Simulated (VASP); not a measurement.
SrTiO3:

```
CELL_PARAMETERS angstrom
3.93988 0.00000 0.00000
0.00000 3.93988 0.00000
0.00000 0.00000 3.93988
ATOMIC_POSITIONS crystal
Sr 0.00000 0.00000 0.00000
Ti 0.50000 0.50000 0.50000
O 0.50000 0.00000 0.50000
O 0.50000 0.50000 0.00000
O 0.00000 0.50000 0.50000
```

The cell is a database's computed one.

Base run:

- Program: VASP 6.6.1
- Functional: PBE0
- Potentials or basis: VASP PAW PBE potentials, release 64 (Sr_sv, Ti_sv, O)
- Cutoff: 450 eV
- k mesh: 6 × 6 × 6
- Occupations: gaussian, width 0.02 eV
- Spin: no spin polarisation

Its results: band gap on the k mesh 3.98 eV, indirect (least direct gap 4.36 eV).

Problem. After a change of settings the same cell gave: band gap on the k mesh 3.26 eV, indirect (least direct gap 3.65 eV). Which change was it?
A. functional from PBE0 to PBE; k mesh from 6 × 6 × 6 to 10 × 10 × 10
B. functional from PBE0 to PBE; cutoff from 450 eV to 600 eV; k mesh from 6 × 6 × 6 to 10 × 10 × 10
C. functional from PBE0 to HSE06
D. functional from PBE0 to r2SCAN; k mesh from 6 × 6 × 6 to 10 × 10 × 10

Solution. C.
